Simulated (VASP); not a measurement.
## NbP (relaxed from the zinc blende structure, space group F-43m): computed properties

Calculation: PBE GGA, VASP's PBE PAW potentials (set 64) (plane waves; VASP).

```json
{
 "space_group": "F-43m (216)",
 "cell": "a = 5.577 Å, b = 5.577 Å, c = 5.577 Å, α = 90.00°, β = 90.00°, γ = 90.00°",
 "volume_per_atom": "21.68 Å³/atom",
 "band gap (over mesh and band path)": "none (metal, semimetal or under 0.01 eV)",
 "density": "4.74 g/cm³"
}
```

```
CELL_PARAMETERS angstrom
      0.00000     2.78836     2.78836
      2.78836     0.00000     2.78836
      2.78836     2.78836     0.00000
ATOMIC_POSITIONS crystal
  Nb 0.00000 0.00000 0.00000
  P  0.25000 0.25000 0.25000
```

The structure was generated: NbP was put into the zinc blende type (F-43m), which need not be its known phase. It was relaxed first, which changed the volume by -29 %. Symmetry was kept, so distortions that lower it aren't found.
